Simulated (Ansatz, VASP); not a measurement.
## PtSe2 (Sudovikovite) in two plane-wave programs

Aim: how closely do two programs agree when they are given the same cell, functional and k mesh? The cell is taken from a series of runs on this material, whose earlier steps may have relaxed, scaled, displaced or heated it; both programs get it as it stands.

Method: plane waves, with VASP 6.6.1 beside it; zone-centre phonons at LDA, in Ansatz 0.2.0.

## Step 1: Set-up

The structure is trigonal, space group P-3m1 (No. 164). Conventional cell: a = 3.741 Å, b = 3.741 Å, c = 4.761 Å, α = 90.00°, β = 90.00°, γ = 120.00°. Pt has 6 Se at 2.50 Å nearest. Nearest to Se lie 3 Pt at 2.50 Å. Farther neighbours and most contacts between anions are not listed.

Structure file:

```cif
data_structure
_symmetry_space_group_name_H-M 'P-3m1'
_symmetry_Int_Tables_number 164
_cell_length_a 3.7413
_cell_length_b 3.7413
_cell_length_c 4.7607
_cell_angle_alpha 90.000
_cell_angle_beta 90.000
_cell_angle_gamma 120.000
_cell_volume 57.71
loop_
_atom_site_label
_atom_site_type_symbol
_atom_site_symmetry_multiplicity
_atom_site_Wyckoff_symbol
_atom_site_fract_x
_atom_site_fract_y
_atom_site_fract_z
_atom_site_occupancy
Pt1 Pt 1 a 0.00000 0.00000 0.00000 1
Se1 Se 2 d 0.33333 0.66667 0.26465 1
```

## Step 2: VASP: zone-centre phonons, LDA

Second derivatives magnify differences that forces hide, and they need a tight electronic threshold.

Lines of VASP's logs that name or quote its potential files are left out, and so is its time.

Input file INCAR:

```
SYSTEM = PtSe2
PREC = Accurate
ENCUT = 500
EDIFF = 1E-08
NELM = 120
ISMEAR = 1
SIGMA = 0.2
LREAL = .FALSE.
ALGO = Normal
GGA = PW92
NBANDS = 17
LASPH = .TRUE.
LORBIT = 11
LWAVE = .FALSE.
LCHARG = .FALSE.
ISIF = 2
IBRION = 8
GGA_COMPAT = .FALSE.
KPAR = 2
```

Input file POSCAR:

```
PtSe2
1.0
    3.7413187559      0.0000000000      0.0000000000
   -1.8706593780      3.2400770863      0.0000000000
    0.0000000000      0.0000000000      4.7607358725
Pt Se
1 2
Direct
    0.0000000000      0.0000000000      0.0000000000
    0.3333333333      0.6666666667      0.2646467794
    0.6666666667      0.3333333333      0.7353532206
```

Input file KPOINTS:

```
Automatic mesh
0
Gamma
15 15 8
0 0 0
```

Potentials, in the order of the species: Pt and Se (LDA family, release 64).

Run with:

```bash
> mpirun -np 2 vasp_std
```

Numbers of over 12 decimals in the logs are rounded to 6 here.

Output:

```text
[banner, memory and clock lines left out]
running    2 mpi-ranks, on    1 nodes
 distrk:  each k-point on    1 cores,    2 groups
 distr:  one band on    1 cores,    1 groups

 POSCAR found type information on POSCAR PtSe
 POSCAR found :  2 types and       3 ions
|                                                                             |
|               ----> ADVICE to this user running VASP <----                  |
|                                                                             |
|     You enforced a specific xc type in the INCAR file but a different       |
|     [... a line on the potential file left out ...]
|     I HOPE YOU KNOW WHAT YOU ARE DOING!                                     |
|                                                                             |

 LDA part: xc-table for (Slater(with rela. corr.)+PW92), standard interpolation
 POSCAR, INCAR and KPOINTS ok, starting setup
 FFT: planning ... GRIDC
 FFT: planning ... GRID_SOFT
 FFT: planning ... GRID
 WAVECAR not read
 entering main loop
       N       E                     dE             d eps       ncg     rms          rms(c)
DAV:   1     0.105637944614E+03    0.10564E+03   -0.99785E+03  6624   0.111E+03
DAV:   2    -0.132843892826E+02   -0.11892E+03   -0.11562E+03  8234   0.218E+02
DAV:   3    -0.178418837940E+02   -0.45575E+01   -0.45249E+01  7879   0.434E+01
DAV:   4    -0.178746142964E+02   -0.32731E-01   -0.32715E-01  8416   0.397E+00
DAV:   5    -0.178749200917E+02   -0.30580E-03   -0.30578E-03  8128   0.367E-01    0.131E+01
DAV:   6    -0.173180213380E+02    0.55690E+00   -0.43549E+00  6670   0.189E+01    0.806E+00
DAV:   7    -0.171151478232E+02    0.20287E+00   -0.83669E-01  6642   0.923E+00    0.400E+00
DAV:   8    -0.170871445285E+02    0.28003E-01   -0.57798E-02  7179   0.171E+00    0.791E-01
DAV:   9    -0.170842523377E+02    0.28922E-02   -0.67351E-03  7406   0.777E-01    0.200E-01
DAV:  10    -0.170842313562E+02    0.20981E-04   -0.11028E-03  7573   0.211E-01    0.394E-02
DAV:  11    -0.170842272214E+02    0.41348E-05   -0.43366E-05  8154   0.529E-02    0.258E-02
DAV:  12    -0.170842261993E+02    0.10221E-05   -0.45643E-06  7276   0.131E-02    0.275E-03
DAV:  13    -0.170842260923E+02    0.10695E-06   -0.48659E-07  7971   0.563E-03    0.136E-03
DAV:  14    -0.170842260940E+02   -0.17014E-08   -0.39718E-08  7393   0.147E-03
   1 F= -.17084226E+02 E0= -.17084617E+02  d E =0.117127E-02
 Linear response reoptimize wavefunctions to high precision
DAV:   1    -0.170842260940E+02   -0.31832E-11   -0.40042E-09  5467   0.533E-04
DAV:   2    -0.170842260940E+02   -0.11823E-10   -0.17016E-10  3577   0.922E-05
 Linear response DOF=           4
 Linear response progress:
  Degree of freedom:   1/  4
       N       E                     dE             d eps       ncg     rms          rms(c)
RMM:   1    -0.257761683152E+00   -0.25776E+00   -0.26293E-01 28155   0.330E+00
RMM:   2    -0.249641397695E+00    0.81203E-02   -0.73442E-03 24919   0.511E-01    0.191E-01
RMM:   3    -0.249504784390E+00    0.13661E-03   -0.36452E-04 27300   0.114E-01    0.114E-01
RMM:   4    -0.249977750390E+00   -0.47297E-03   -0.48126E-04 28341   0.117E-01    0.205E-02
RMM:   5    -0.250027864749E+00   -0.50114E-04   -0.32244E-05 27677   0.345E-02    0.899E-03
RMM:   6    -0.250072134247E+00   -0.44269E-04   -0.49728E-07 28932   0.518E-03    0.138E-03
RMM:   7    -0.250058076125E+00    0.14058E-04   -0.37270E-08 29110   0.165E-03    0.890E-04
RMM:   8    -0.250049429614E+00    0.86465E-05   -0.98274E-08 29294   0.664E-04    0.327E-04
RMM:   9    -0.250046099554E+00    0.33301E-05   -0.30264E-08 28506   0.864E-04    0.152E-04
RMM:  10    -0.250046530742E+00   -0.43119E-06   -0.86818E-08 28204   0.346E-04    0.267E-05
RMM:  11    -0.250046747428E+00   -0.21669E-06    0.29952E-08 29945   0.112E-04    0.123E-05
RMM:  12    -0.250046767605E+00   -0.20177E-07   -0.10827E-08 30207   0.783E-05    0.115E-06
RMM:  13    -0.250046790077E+00   -0.22472E-07   -0.12486E-09 30784   0.621E-05    0.148E-06
RMM:  14    -0.250046772854E+00    0.17222E-07   -0.42601E-09 27803   0.556E-05    0.111E-06
RMM:  15    -0.250046769977E+00    0.28771E-08   -0.48868E-09 25866   0.549E-05    0.157E-07
 first order change of Fermi-energy   0.27371E-03
 force on displaced ion       1 direction 1 : -15.337   0.000   0.000
 Linear response progress:
  Degree of freedom:   2/  4
       N       E                     dE             d eps       ncg     rms          rms(c)
RMM:   1    -0.271813310535E+00   -0.27181E+00   -0.26989E-01 11259   0.332E+00
RMM:   2    -0.262887677726E+00    0.89256E-02   -0.72225E-03  9809   0.537E-01    0.203E-01
RMM:   3    -0.262563115693E+00    0.32456E-03   -0.65429E-04 10689   0.141E-01    0.117E-01
RMM:   4    -0.262820820048E+00   -0.25770E-03   -0.43669E-04 11023   0.109E-01    0.349E-02
RMM:   5    -0.262959037786E+00   -0.13822E-03   -0.91508E-06 11138   0.202E-02    0.141E-02
RMM:   6    -0.263012582547E+00   -0.53545E-04   -0.37121E-06 10551   0.103E-02    0.215E-03
RMM:   7    -0.262991891463E+00    0.20691E-04   -0.13555E-07 11345   0.210E-03    0.668E-04
RMM:   8    -0.262983967030E+00    0.79244E-05   -0.19052E-08 11404   0.588E-04    0.891E-05
RMM:   9    -0.262984062903E+00   -0.95873E-07   -0.14956E-08 11547   0.156E-04    0.489E-05
RMM:  10    -0.262984118440E+00   -0.55537E-07   -0.13910E-08 11750   0.101E-04    0.151E-05
RMM:  11    -0.262983989728E+00    0.12871E-06   -0.29558E-08 11915   0.622E-05    0.444E-06
RMM:  12    -0.262984032167E+00   -0.42439E-07   -0.88415E-09 11252   0.559E-05    0.922E-07
RMM:  13    -0.262984040691E+00   -0.85245E-08   -0.12757E-08 10331   0.543E-05    0.372E-07
 first order change of Fermi-energy  -0.37700E-03
 force on displaced ion       1 direction 3 :   0.000   0.000 -15.693
 Linear response progress:
  Degree of freedom:   3/  4
       N       E                     dE             d eps       ncg     rms          rms(c)
RMM:   1    -0.782702365593E-01   -0.78270E-01    0.57813E-02 74385   0.153E+00
RMM:   2    -0.768104682551E-01    0.14598E-02   -0.16415E-03 47985   0.244E-01    0.108E-01
RMM:   3    -0.766872174190E-01    0.12325E-03   -0.47123E-05 52037   0.391E-02    0.615E-02
RMM:   4    -0.766301255249E-01    0.57092E-04   -0.25453E-05 53397   0.298E-02    0.659E-03
RMM:   5    -0.766330478583E-01   -0.29223E-05   -0.35821E-07 53671   0.516E-03    0.126E-03
RMM:   6    -0.766327831174E-01    0.26474E-06   -0.21524E-08 54263   0.143E-03    0.364E-04
RMM:   7    -0.766316606838E-01    0.11224E-05    0.65901E-09 54954   0.440E-04    0.744E-05
RMM:   8    -0.766314726381E-01    0.18805E-06    0.53220E-08 55230   0.994E-05    0.337E-05
RMM:   9    -0.766313666064E-01    0.10603E-06   -0.12692E-08 55451   0.591E-05    0.108E-05
RMM:  10    -0.766313432610E-01    0.23345E-07   -0.33221E-08 56117   0.471E-05    0.300E-06
RMM:  11    -0.766313544830E-01   -0.11222E-07   -0.21869E-08 52963   0.415E-05    0.970E-07
RMM:  12    -0.766313561868E-01   -0.17037E-08   -0.42933E-09 43401   0.398E-05    0.358E-07
 first order change of Fermi-energy  -0.42987E-05
 force on displaced ion       2 direction 1 :  -7.831   0.000   0.000
 Linear response progress:
  Degree of freedom:   4/  4
       N       E                     dE             d eps       ncg     rms          rms(c)
RMM:   1    -0.920763091755E-01   -0.92076E-01    0.52185E-02 15294   0.151E+00
RMM:   2    -0.896981825150E-01    0.23781E-02   -0.19151E-03 10282   0.261E-01    0.161E-01
RMM:   3    -0.894869783770E-01    0.21120E-03   -0.17807E-04 11146   0.672E-02    0.106E-01
RMM:   4    -0.893862991624E-01    0.10068E-03   -0.58492E-05 11029   0.455E-02    0.537E-02
RMM:   5    -0.893392715881E-01    0.47028E-04   -0.17799E-05 11197   0.233E-02    0.829E-03
RMM:   6    -0.893475158467E-01   -0.82443E-05    0.26224E-07 11248   0.372E-03    0.275E-03
RMM:   7    -0.893524323968E-01   -0.49166E-05   -0.12293E-07 11209   0.213E-03    0.742E-04
RMM:   8    -0.893511756526E-01    0.12567E-05   -0.47120E-08 11470   0.511E-04    0.154E-04
RMM:   9    -0.893509243125E-01    0.25134E-06   -0.15235E-08 11547   0.987E-05    0.477E-05
RMM:  10    -0.893509002383E-01    0.24074E-07   -0.10411E-08 11686   0.677E-05    0.795E-06
RMM:  11    -0.893509075663E-01   -0.73280E-08   -0.12602E-08 11823   0.412E-05    0.302E-06
 first order change of Fermi-energy  -0.10701E+01
 force on displaced ion       2 direction 3 :  -0.000  -0.000 -10.280
 Linear response finished
```

From OUTCAR (step 2):

```text
ion  position               nearest neighbor table
   1  0.000  0.000  0.000-   2 2.50   3 2.50   3 2.50   2 2.50   3 2.50   2 2.50
   2  0.333  0.667  0.265-   1 2.50   1 2.50   1 2.50
   3  0.667  0.333  0.735-   1 2.50   1 2.50   1 2.50

  LATTYP: Found a hexagonal cell.
 ALAT       =     3.7413187559
 C/A-ratio  =     1.2724753444

 Subroutine GETGRP returns: Found 12 space group operations
 (whereof 12 operations were pure point group operations)

The static configuration has the point symmetry D_3d.

 Found    192 irreducible k-points:

   k-points           NKPTS =    192   k-points in BZ     NKDIM =    192   number of bands    NBANDS=     17

   dimension x,y,z NGX =    28 NGY =   28 NGZ =   36
   dimension x,y,z NGXF=    56 NGYF=   56 NGZF=   72

   ENCUT  =  500.0 eV  36.75 Ry    6.06 a.u.   6.82  6.82  8.68*2*pi/ulx,y,z

   NELECT =      22.0000    total number of electrons

 k-points in reciprocal lattice and weights: Automatic mesh
   0.00000000  0.00000000  0.00000000       0.001
   0.06666667 -0.00000000  0.00000000       0.003
   0.13333333  0.00000000  0.00000000       0.003
   0.20000000 -0.00000000  0.00000000       0.003
   0.26666667  0.00000000  0.00000000       0.003
   0.33333333  0.00000000  0.00000000       0.003
   0.40000000  0.00000000  0.00000000       0.003
   0.46666667 -0.00000000  0.00000000       0.003
   0.06666667  0.06666667  0.00000000       0.003
[...]
0.33333333  0.26666667  0.50000000       0.007
   0.33333333  0.33333333  0.50000000       0.001

 average (electrostatic) potential at core
       1 -68.0270       2 -58.2789       3 -58.2789

  Total        0.1431969      0.1431969      0.0886502     -0.0000000      0.0000000      0.0000000
  in kB        3.9754835      3.9754835      2.4611389     -0.0000000      0.0000000      0.0000000
  external PRESSURE =       3.4707020 kB  Pullay stress =       0.0000000 kB

  energy-cutoff  :      500.00
  volume of cell :       57.71
      direct lattice vectors                 reciprocal lattice vectors
     3.741318756  0.000000000  0.000000000     0.267285432  0.154317316  0.000000000
    -1.870659378  3.240077086  0.000000000     0.000000000  0.308634632  0.000000000
     0.000000000  0.000000000  4.760735872     0.000000000  0.000000000  0.210051561

 POSITION                                       TOTAL-FORCE (eV/Angst)
 -----------------------------------------------------------------------------------
      0.00000      0.00000      0.00000        -0.000000      0.000000      0.000000
     -0.00000      2.16005      1.25991        -0.000000     -0.000000      0.040381
      1.87066      1.08003      3.50082         0.000000      0.000000     -0.040381
 -----------------------------------------------------------------------------------
    total drift:                               -0.000000      0.000000      0.000000

 Eigenvectors and eigenvalues of the dynamical matrix
 ----------------------------------------------------

   1 f  =    6.628999 THz    41.651227 2PiTHz  221.119596 cm-1    27.415324 meV
             X         Y         Z           dx          dy          dz
      0.000000  0.000000  0.000000     0.000000   -0.000000   -0.668887
     -0.000000  2.160051  1.259913    -0.000000    0.000000    0.525638
      1.870659  1.080026  3.500822    -0.000000    0.000000    0.525638

   2 f  =    6.555547 THz    41.189714 2PiTHz  218.669498 cm-1    27.111550 meV
             X         Y         Z           dx          dy          dz
      0.000000  0.000000  0.000000     0.307173   -0.593925    0.000000
     -0.000000  2.160051  1.259913    -0.241539    0.467020   -0.000000
      1.870659  1.080026  3.500822    -0.241539    0.467020   -0.000000

   3 f  =    6.555547 THz    41.189714 2PiTHz  218.669498 cm-1    27.111550 meV
             X         Y         Z           dx          dy          dz
      0.000000  0.000000  0.000000     0.593925    0.307173    0.000000
     -0.000000  2.160051  1.259913    -0.467020   -0.241539   -0.000000
      1.870659  1.080026  3.500822    -0.467020   -0.241539   -0.000000

   4 f  =    6.273160 THz    39.415429 2PiTHz  209.250106 cm-1    25.943695 meV
             X         Y         Z           dx          dy          dz
      0.000000  0.000000  0.000000    -0.000000    0.000000    0.000000
     -0.000000  2.160051  1.259913     0.000000   -0.000000    0.707107
      1.870659  1.080026  3.500822     0.000000   -0.000000   -0.707107

   5 f  =    4.971828 THz    31.238917 2PiTHz  165.842335 cm-1    20.561820 meV
             X         Y         Z           dx          dy          dz
      0.000000  0.000000  0.000000    -0.000000    0.000000    0.000000
     -0.000000  2.160051  1.259913     0.324837   -0.628077   -0.000000
      1.870659  1.080026  3.500822    -0.324837    0.628077    0.000000

   6 f  =    4.971828 THz    31.238917 2PiTHz  165.842335 cm-1    20.561820 meV
             X         Y         Z           dx          dy          dz
      0.000000  0.000000  0.000000    -0.000000    0.000000    0.000000
     -0.000000  2.160051  1.259913     0.628077    0.324837   -0.000000
      1.870659  1.080026  3.500822    -0.628077   -0.324837    0.000000

   7 f/i=    0.000297 THz     0.001866 2PiTHz    0.009907 cm-1     0.001228 meV
             X         Y         Z           dx          dy          dz
      0.000000  0.000000  0.000000    -0.000000    0.000000    0.743364
     -0.000000  2.160051  1.259913    -0.000000    0.000000    0.472975
      1.870659  1.080026  3.500822    -0.000000    0.000000    0.472975

   8 f/i=    0.001740 THz     0.010932 2PiTHz    0.058037 cm-1     0.007196 meV
             X         Y         Z           dx          dy          dz
      0.000000  0.000000  0.000000    -0.743059    0.027605   -0.000000
     -0.000000  2.160051  1.259913    -0.472486    0.017553   -0.000000
      1.870659  1.080026  3.500822    -0.472486    0.017553   -0.000000

   9 f/i=    0.001740 THz     0.010932 2PiTHz    0.058037 cm-1     0.007196 meV
             X         Y         Z           dx          dy          dz
      0.000000  0.000000  0.000000    -0.027605   -0.743059    0.000000
     -0.000000  2.160051  1.259913    -0.017553   -0.472486    0.000000
      1.870659  1.080026  3.500822    -0.017553   -0.472486    0.000000

 ELASTIC MODULI CONTR FROM IONIC RELAXATION (kBar)
 Direction    XX          YY          ZZ          XY          YZ          ZX
 --------------------------------------------------------------------------------
 XX        -598.5583   -361.7642   -546.3203      0.0000    248.0995     -0.0000
 YY        -361.7642   -598.5583   -546.3203      0.0000   -248.0995      0.0000
 ZZ        -546.3203   -546.3203   -621.5952      0.0000      0.0000     -0.0000
 XY           0.0000      0.0000      0.0000   -118.3971      0.0000    226.5204
 YZ         248.0995   -248.0995      0.0000      0.0000   -519.8891      0.0000
 ZX          -0.0000      0.0000     -0.0000    226.5204      0.0000   -433.3846
 --------------------------------------------------------------------------------
```

(Continued in part 2 of 2.)

[Lines on the potential files, build, host, timing and source positions are cut from VASP's logs without a mark.]

[Logs are printed without paths, hosts, clocks, repeated set-up lines and the standing remarks that a program may print on its own settings, such as how far it seeks lower states.]

[Hosts, paths, dates, database ids (printed as entryN), source tags and the programs' standing remarks are cut or masked in the printed files.]
